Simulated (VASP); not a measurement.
The system is TcSe2.

```
CELL_PARAMETERS angstrom
1.92842 1.11337 5.83034
-1.92842 1.11337 5.83034
0.00000 -2.22675 5.83034
ATOMIC_POSITIONS crystal
Tc 0.00000 0.00000 0.00000
Se 0.25200 0.25200 0.25200
Se 0.74800 0.74800 0.74800
```

The cell was built by a generator and needn't be a form met in nature.

Base run:

| Property | Result |
| --- | --- |
| Program | VASP 6.6.1 |
| Functional | PBEsol |
| Potentials or basis | VASP PAW PBE potentials, release 64 (Tc_pv, Se) |
| Cutoff | 520 eV |
| k mesh | 6 × 6 × 6 |
| Occupations | gaussian, width 0.05 eV |
| Spin | collinear spin, ferromagnetic start |
| Starting moments | [0.5, 0.0, 0.0] μB |
| Hubbard terms | Tc d U = 3 eV |

Its results: pressure -6.2 GPa; site moments Tc +2.94; Se -0.04 μB; largest force 0.545 eV/Å.

Task: The run is repeated on the same cell with these changes: fixed moment from none to 4 μB. What comes out?

Result: Pressure -3.4 GPa; site moments Tc +3.26; Se +0.15 μB; largest force 0.136 eV/Å.

Caveats: the PAW data sets were made with another functional, which shifts forces and pressure a little; the moment is held away from its start (some runs); the total moment is fixed, so each spin has its own Fermi level (some runs).
